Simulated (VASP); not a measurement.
# HgTe: transverse stress against strain

HgTe (zinc blende, F-43m, 34.573 Å³/atom and stress up to 0.01 GPa in the relaxed cell, cube axes along x, y and z) under an equal strain ε along x and y, with z held. PBEsol in VASP (plane waves, PAW), 480 eV, 8×8×8 Γ-centred mesh, Methfessel-Paxton smearing 0.10 eV; ions are relaxed, or left where forces stay under 0.02 eV/Å, within the symmetry of each cell. Stress is positive for a compressed cell.

Here s stands for strain and y for stress zz.

| strain (%) | stress zz (GPa) |
|---|---|
| -1.50 | 1.23 |
| -1.00 | 0.80 |
| -0.50 | 0.39 |
| 0.00 | 0.01 |
| 0.50 | -0.35 |
| 1.00 | -0.68 |
| 1.50 | -0.99 |
| 3.00 | ? |

The 7 complete rows are fitted with a straight line, y against s. Means: s 0, y 0.059. About the means, the sum of products is -5.1800 and the sum of squares of s is 7.0000; the slope is their ratio. Least squares gives y = 0.059 - 0.7400·s. Residuals (row less fit): 0.061, 0.001, -0.039, -0.049, -0.039, 0.001, 0.061; standard error 0.051 (degrees of freedom: 5). The slope gives the elastic constant 2C12 = 74 ± 2 GPa (± standard error of the fit, which holds the terms cut off).

Task: Predict the withheld y at s = 3.00 from the fit, and compare with the calculation.

Result: y = 0.059 - 0.7400 × 3.0 = -2.161 GPa. The calculation gives -1.81 GPa, 0.351 GPa above the prediction (11.5 % of the range of y in the table). The row lies outside the fitted rows, so this is an extrapolation. From the scatter of the fitted rows alone, a prediction at this place has a standard error of 0.079 GPa, so the miss is 4.4 times that.

A polynomial of degree 2 through the 12 other runs of the series gives -1.79 there, so most of the miss is curvature that the fit leaves out. This level leaves no gap over 0.05 eV at strain -1.50, -1.00, -0.50, 0.00, 0.50, 1.00, 1.50 %. Spin-orbit coupling is left out, which can shift these values for the heavy elements here. Rows are the converged runs of the series near zero and its far end, less any whose ions stayed unrelaxed beside relaxed ones; series whose fitted rows scatter by over a few per cent of the range, as at a crossing or softening among them, aren't shown in this form. Most that stay on the fit to the last digits aren't either.
